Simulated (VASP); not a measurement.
Input of a VASP 6.6.1 run:

Contents of INCAR:

```
SYSTEM = Al12Cl
ALGO = Normal ; EDIFF = 1E-6
EDIFFG = -0.03 ; ENCUT = 520
GGA = PS ; IBRION = 2
ISIF = 2 ; ISMEAR = 0
LASPH = .True. ; LCHARG = .False.
LREAL = .False. ; LWAVE = .False.
NELM = 100 ; NSW = 80
PREC = Accurate ; SIGMA = 0.05
```

The input KPOINTS:

```
k-points
0
Gamma
  3 3 1
  0 0 0
```

The input POSCAR:

```
Al12Cl
1.0
    5.7275650000      0.0000000000      0.0000000000
    2.8637820000      4.9602170000      0.0000000000
    0.0000000000      0.0000000000     16.6765370000
Al Cl
12 1
Selective dynamics
Direct
    0.1666667000      0.1666667000      0.0599645000  F F F
    0.6666667000      0.1666667000      0.0599645000  F F F
    0.1666667000      0.6666667000      0.0599645000  F F F
    0.6666667000      0.6666667000      0.0599645000  F F F
   -0.1666667000      0.3333333000      0.2001776000  T T T
    0.3333333000      0.3333333000      0.2001776000  T T T
   -0.1666667000      0.8333333000      0.2001776000  T T T
    0.3333333000      0.8333333000      0.2001776000  T T T
    0.0000000000      0.0000000000      0.3403906000  T T T
    0.5000000000      0.0000000000      0.3403906000  T T T
    0.0000000000      0.5000000000      0.3403906000  T T T
    0.5000000000      0.5000000000      0.3403906000  T T T
    0.6729245000      0.6718840000      0.4369335000  T T T
```

Potentials or basis: VASP PAW PBE potentials, release 64 (Al, Cl).

The run is started by

```bash
$ cat potpaw_PBE.64/Al/POTCAR potpaw_PBE.64/Cl/POTCAR > POTCAR
$ mpirun -np 1 vasp_std > vasp.out
```

(1) Predict the band gap on the k mesh.

(2) Predict the energy gained by relaxing.

## Answers

(1) none (metal or under the smearing width).

(2) 43.9 meV/atom.

Caveat: the k mesh is coarse (spacing up to 0.42 Å⁻¹), so the values aren't converged; an odd number of electrons without spin polarisation forces a metal; a magnetic or distorted state may lie lower.
